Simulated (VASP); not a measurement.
Be:

```
Be
1.0
     2.28580    0.00000    0.00000
    -1.14290    1.97956    0.00000
     0.00000    0.00000    3.58430
Be
2
Direct
  0.33333 0.66667 0.25000
  0.66667 0.33333 0.75000
```

| Property | Result |
| --- | --- |
| Program | VASP 6.6.1 |
| Task | relaxation of cell and atoms |
| Functional | LDA |
| Potentials or basis | VASP PAW LDA potentials, release 64 (Be) |
| Cutoff | 600 eV |
| k mesh | 21 × 21 × 12 |
| Occupations | gaussian, width 0.1 eV |
| Spin | no spin polarisation |

At the start: pressure -7.9 GPa; volume 8.11 Å³/atom.

Task: Where does the relaxation end?

Result: Over 7 steps the energy falls by 14.1 meV/atom and the volume is 7.57 Å³/atom (-6.6 %); space group P6_3/mmc (No. 194, to 0.05 Å).

The path:
```tsv
step	energy change (eV)	largest force (eV/Å)	pressure (GPa)	volume (Å³)
1	0.0000	0.0000	-7.95	16.22
2	-0.0275	0.0000	-1.20	15.29
3	-0.0281	0.0000	0.01	15.15
4	-0.0281	0.0000	0.19	15.13
5	-0.0283	0.0000	0.15	15.13
6	-0.0283	0.0000	0.15	15.13
7	-0.0283	0.0000	0.01	15.14
```

Final structure:
```cif
data_structure
_symmetry_space_group_name_H-M 'P 1'
_symmetry_Int_Tables_number 1
_cell_length_a 2.2289
_cell_length_b 2.2289
_cell_length_c 3.5200
_cell_angle_alpha 90.000
_cell_angle_beta 90.000
_cell_angle_gamma 120.000
_cell_volume 15.14
loop_
_atom_site_label
_atom_site_type_symbol
_atom_site_fract_x
_atom_site_fract_y
_atom_site_fract_z
_atom_site_occupancy
Be1 Be 0.33333 0.66667 0.25000 1
Be2 Be 0.66667 0.33333 0.75000 1
```
